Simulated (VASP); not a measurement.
Output of a VASP run:

OSZICAR:
```
       N       E                     dE             d eps       ncg     rms          rms(c)
DAV:   1     0.328330214388E+00    0.32833E+00   -0.70260E+03   778   0.123E+03
DAV:   2    -0.616720104462E+02   -0.62000E+02   -0.56237E+02  1017   0.240E+02
DAV:   3    -0.646157218602E+02   -0.29437E+01   -0.29177E+01  1058   0.440E+01
DAV:   4    -0.646474144174E+02   -0.31693E-01   -0.31618E-01  1013   0.409E+00
DAV:   5    -0.646478647703E+02   -0.45035E-03   -0.45026E-03  1073   0.390E-01    0.326E+01
DAV:   6    -0.578097757511E+02    0.68381E+01   -0.19807E+01   929   0.324E+01    0.276E+01
DAV:   7    -0.589282156651E+02   -0.11184E+01   -0.26740E+00   898   0.134E+01    0.162E+01
DAV:   8    -0.591620196253E+02   -0.23380E+00   -0.64308E-01   878   0.827E+00    0.125E+00
DAV:   9    -0.588776208104E+02    0.28440E+00   -0.23092E-01   848   0.583E+00    0.361E-01
DAV:  10    -0.590162572681E+02   -0.13864E+00   -0.90822E-02   860   0.298E+00    0.551E-01
DAV:  11    -0.589878793869E+02    0.28378E-01   -0.41873E-03   908   0.838E-01    0.262E-01
DAV:  12    -0.589941886197E+02   -0.63092E-02   -0.47083E-03   803   0.916E-01    0.536E-02
DAV:  13    -0.589943142361E+02   -0.12562E-03   -0.29432E-04   891   0.269E-01    0.108E-01
DAV:  14    -0.589941699945E+02    0.14424E-03   -0.33899E-04   824   0.199E-01    0.131E-02
DAV:  15    -0.589953125440E+02   -0.11425E-02   -0.69285E-04   791   0.390E-01    0.282E-02
DAV:  16    -0.589952948843E+02    0.17660E-04   -0.13537E-05  1017   0.418E-02    0.109E-02
DAV:  17    -0.589953098933E+02   -0.15009E-04   -0.27047E-06   848   0.211E-02    0.691E-03
DAV:  18    -0.589953048798E+02    0.50135E-05   -0.19372E-05   800   0.528E-02    0.196E-03
DAV:  19    -0.589953069688E+02   -0.20890E-05   -0.43206E-07   976   0.850E-03    0.256E-03
DAV:  20    -0.589953102729E+02   -0.33041E-05   -0.10951E-07   602   0.389E-03    0.138E-03
DAV:  21    -0.589953113568E+02   -0.10839E-05   -0.51417E-08   472   0.228E-03    0.508E-04
DAV:  22    -0.589953116207E+02   -0.26387E-06   -0.85542E-09   433   0.127E-03    0.231E-04
DAV:  23    -0.589953114448E+02    0.17593E-06   -0.22638E-08   466   0.215E-03    0.151E-04
DAV:  24    -0.589953114614E+02   -0.16571E-07   -0.12395E-09   412   0.427E-04
   1 F= -.58995311E+02 E0= -.58995311E+02  d E =-.523025E-06
```

File OUTCAR:
```
------------------------ aborting loop because EDIFF is reached ----------------------------------------
  FORCE on cell =-STRESS in cart. coord.  units (eV):
  Direction    XX          YY          ZZ          XY          YZ          ZX
  --------------------------------------------------------------------------------------
  Total        1.0107472      1.0107472      1.0107472      0.0000000      0.0000000     -0.0000000
  in kB       55.1902373     55.1902373     55.1902373      0.0000000      0.0000000     -0.0000000
  external PRESSURE =      55.1902373 kB  Pullay stress =       0.0000000 kB
  volume of cell :       29.34
      direct lattice vectors                 reciprocal lattice vectors
     0.000000000  2.448050054  2.448050054    -0.204244190  0.204244190  0.204244190
     2.448050054  0.000000000  2.448050054     0.204244190 -0.204244190  0.204244190
     2.448050054  2.448050054  0.000000000     0.204244190  0.204244190 -0.204244190
 POSITION                                       TOTAL-FORCE (eV/Angst)
 -----------------------------------------------------------------------------------
      0.00000      0.00000      0.00000        -0.000000      0.000000      0.000000
      2.44805      2.44805      2.44805         0.000000     -0.000000     -0.000000
 -----------------------------------------------------------------------------------
    total drift:                                0.000000      0.000000      0.000000
  FREE ENERGIE OF THE ION-ELECTRON SYSTEM (eV)
  ---------------------------------------------------
  free  energy   TOTEN  =       -58.9953114614 eV

  energy  without entropy=      -58.9953109383  energy(sigma->0) =      -58.99531120
```
(Selected blocks of OUTCAR.)

File POSCAR:
```
GdN
1
    0.0000000000     2.4480500541     2.4480500541
    2.4480500541     0.0000000000     2.4480500541
    2.4480500541     2.4480500541     0.0000000000
Gd N
1 1
Direct
  0.0000000000   0.0000000000   0.0000000000
  0.5000000000   0.5000000000   0.5000000000
```

Task: Write an INCAR and KPOINTS that could have produced this output.

Result: Several could match; the one computed here: the input of the run itself, SCAN meta-GGA, plane waves, VASP's PBE PAW potentials (set 64).

**INCAR**
```
SYSTEM  =  GdN
PREC  =  Accurate; ENCUT  =  520; LREAL  =  .False.
LASPH  =  .True.
EDIFF  =  1E-7; NELM  =  100; ALGO  =  Normal
LMAXMIX  =  6; LMIXTAU  =  .True.
ISMEAR  =  0; SIGMA  =  0.05
METAGGA  =  SCAN
ISIF  =  2
LWAVE  =  .False.; LCHARG  =  .False.
```

KPOINTS:
```
K-points
0
Gamma
  9 9 9
```

POTCAR, in this order: Gd_3 N (PBE.64 set). Program: vasp_std.

The 4f electrons are frozen in the core of the lanthanide potential, so 4f levels, which can set the real gap, and their magnetism are missing.

The compound is GdN in the rock salt structure. This cell is one point of a volume scan, at 0.97 of the reference volume.
